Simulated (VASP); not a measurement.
Level of theory: LDA (Ceperley-Alder, Perdew-Zunger), VASP's LDA PAW potentials (set 64) (plane waves; VASP 6.6.1).

VASP input:

### INCAR
```
SYSTEM = SnO2
PREC = Accurate
ENCUT = 620
EDIFF = 1E-6
NELM = 100
ALGO = Normal
LREAL = .FALSE.
LASPH = .TRUE.
ISMEAR = 0
SIGMA = 0.05
LMAXMIX = 4
LWAVE = .FALSE.
LCHARG = .FALSE.
IBRION = 2
ISIF = 3
NSW = 40
EDIFFG = -0.02
PSTRESS = 100
```

File POSCAR:
```
SnO2
1
    4.6437301253    -0.0000000000     0.0000000000
    0.0000000000     4.6437301253     0.0000000000
    0.0000000000     0.0000000000     3.1697509954
Sn O
2 4
Direct
  0.0000000000   1.0000000000   0.0000000000
  0.5000000000   0.5000000000   0.5000000000
  0.3054834725   0.3054834725   1.0000000000
  0.8054834725   0.1945165275   0.5000000000
  0.1945165275   0.8054834725   0.5000000000
  0.6945165275   0.6945165275   0.0000000000
```

KPOINTS:
```
K-points
0
G
5 5 7
```

POTCAR, in this order: Sn_d O (LDA.64 set). Program: vasp_std.

What VASP printed:

**OUTCAR**
```
 ion  position               nearest neighbor table
   1  0.000  0.000  0.000-   3 2.01   6 2.01   5 2.04   4 2.04   4 2.04   5 2.04   2 3.65   2 3.65
                             2 3.65   2 3.65   2 3.65   2 3.65   2 3.65   2 3.65
   2  0.500  0.500  0.500-   4 2.01   5 2.01   3 2.04   6 2.04   3 2.04   6 2.04   1 3.65   1 3.65
                             1 3.65   1 3.65   1 3.65   1 3.65   1 3.65   1 3.65
   3  0.305  0.305  0.000-   1 2.01   2 2.04   2 2.04
   4  0.805  0.195  0.500-   2 2.01   1 2.04   1 2.04
   5  0.195  0.805  0.500-   2 2.01   1 2.04   1 2.04
   6  0.695  0.695  0.000-   1 2.01   2 2.04   2 2.04
  LATTYP: Found a simple tetragonal cell.
 ALAT       =     4.6437301253
 C/A-ratio  =     0.6825872542
 Subroutine PRICEL returns:
 Original cell was already a primitive cell.
 Subroutine GETGRP returns: Found 16 space group operations
The static configuration has the point symmetry D_2h.
 The point group associated with its full space group is D_4h.
The dynamic configuration has the point symmetry D_2h.
 Subroutine INISYM returns: Found 16 space group operations
 Subroutine IBZKPT returns following result:
 Found     24 irreducible k-points:

 Following reciprocal coordinates:
            Coordinates               Weight
  0.000000  0.000000  0.000000      1.000000
  0.200000  0.000000  0.000000      4.000000
  0.400000  0.000000  0.000000      4.000000
  0.200000  0.200000  0.000000      4.000000
  0.400000  0.200000  0.000000      8.000000
  0.400000  0.400000  0.000000      4.000000
  0.000000  0.000000  0.142857      2.000000
  0.200000  0.000000  0.142857      8.000000
  0.400000  0.000000  0.142857      8.000000
  0.200000  0.200000  0.142857      8.000000
  0.400000  0.200000  0.142857     16.000000
  0.400000  0.400000  0.142857      8.000000
  0.000000  0.000000  0.285714      2.000000
  0.200000  0.000000  0.285714      8.000000
  0.400000  0.000000  0.285714      8.000000
  0.200000  0.200000  0.285714      8.000000
...
```

### OSZICAR
```
       N       E                     dE             d eps       ncg     rms          rms(c)
DAV:   1     0.706974579432E+03    0.70697E+03   -0.29034E+04  1567   0.300E+03
DAV:   2     0.649528505901E+02   -0.64202E+03   -0.61915E+03  1614   0.752E+02
DAV:   3    -0.424700528863E+02   -0.10742E+03   -0.10637E+03  1670   0.245E+02
DAV:   4    -0.483257582231E+02   -0.58557E+01   -0.58149E+01  1775   0.623E+01
DAV:   5    -0.485042062958E+02   -0.17845E+00   -0.17833E+00  1838   0.113E+01    0.163E+01
DAV:   6    -0.422479973000E+02    0.62562E+01   -0.23932E+01  2449   0.723E+01    0.627E+00
DAV:   7    -0.422876856033E+02   -0.39688E-01   -0.21539E+00  1628   0.883E+00    0.337E+00
DAV:   8    -0.422122477497E+02    0.75438E-01   -0.30008E-01  2267   0.608E+00    0.736E-01
DAV:   9    -0.421959229639E+02    0.16325E-01   -0.83651E-02  2342   0.444E+00    0.160E-01
DAV:  10    -0.421959716810E+02   -0.48717E-04   -0.48696E-03  2015   0.589E-01    0.512E-02
DAV:  11    -0.421959933268E+02   -0.21646E-04   -0.20768E-04  2302   0.179E-01    0.218E-02
DAV:  12    -0.421959939118E+02   -0.58502E-06   -0.17778E-05  2096   0.740E-02    0.132E-02
DAV:  13    -0.421959900878E+02    0.38240E-05   -0.16193E-05  1902   0.515E-02    0.157E-03
DAV:  14    -0.421959902741E+02   -0.18629E-06   -0.22165E-06  1383   0.146E-02
   1 F= -.37929719E+02 E0= -.37929719E+02  d E =-.379297E+02
```

File OUTCAR:
```
------------------------ aborting loop because EDIFF is reached ----------------------------------------
  FORCE on cell =-STRESS in cart. coord.  units (eV):
  Direction    XX          YY          ZZ          XY          YZ          ZX
  --------------------------------------------------------------------------------------
  Total        4.2418108      4.2418108      4.2654821     -0.0000000      0.0000000      0.0000000
  in kB       99.4266457     99.4266457     99.9814913     -0.0000000      0.0000000      0.0000000
  external PRESSURE =      -0.3884058 kB  Pullay stress =     100.0000000 kB
  volume of cell :       68.35
      direct lattice vectors                 reciprocal lattice vectors
     4.643730125  0.000000000  0.000000000     0.215344125  0.000000000  0.000000000
     0.000000000  4.643730125  0.000000000     0.000000000  0.215344125  0.000000000
     0.000000000  0.000000000  3.169750995     0.000000000  0.000000000  0.315482194
 POSITION                                       TOTAL-FORCE (eV/Angst)
 -----------------------------------------------------------------------------------
      0.00000      0.00000      0.00000         0.000000      0.000000      0.000000
      2.32187      2.32187      1.58488         0.000000      0.000000      0.000000
      1.41858      1.41858      0.00000         0.005259      0.005259      0.000000
      3.74045      0.90328      1.58488         0.005259     -0.005259     -0.000000
      0.90328      3.74045      1.58488        -0.005259      0.005259      0.000000
      3.22515      3.22515      0.00000        -0.005259     -0.005259     -0.000000
 -----------------------------------------------------------------------------------
    total drift:                                0.000000      0.000000     -0.000000
  FREE ENERGIE OF THE ION-ELECTRON SYSTEM (eV)
  ---------------------------------------------------
  free  energy   TOTEN  =       -42.1959902741 eV

  energy  without entropy=      -42.1959902741  energy(sigma->0) =      -42.19599027
  enthalpy is  TOTEN    =       -37.9297185844 eV   P V=        4.2662716897

 reached required accuracy - stopping structural energy minimisation
```
(Selected blocks of OUTCAR.)

The compound is SnO2 in the rutile structure. It was relaxed first under an external pressure of 10 GPa.
